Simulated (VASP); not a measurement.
Data:

```xyz
1
Lattice="0.0000 2.0450 2.0450 2.0450 0.0000 2.0450 2.0450 2.0450 0.0000" Properties=species:S:1:pos:R:3 pbc="T T T"
Ag     0.0000     0.0000     0.0000
```

The numbers are results of PBE GGA, VASP's PBE PAW potentials (set 64) (plane waves; VASP 6.6.1), not measurements. Numerical set-up: 520 eV cut-off, 14×14×14 Γ-centred mesh, first-order Methfessel-Paxton smearing of 0.10 eV, potentials Ag_pv.

Task: Give the stress tensor in GPa (positive for a compressed cell).

Result: 
```
3.93  0.00  0.00
0.00  3.93  0.00
0.00  0.00  3.93
```
The pressure is its mean diagonal, 3.93 GPa.

The compound is Ag in the fcc structure. The cell was not relaxed at this level. The run is one of a series of settings (ENCUT = 520, POTCAR Ag_pv (PBE.64 set) against the base run), some of them coarse on purpose.
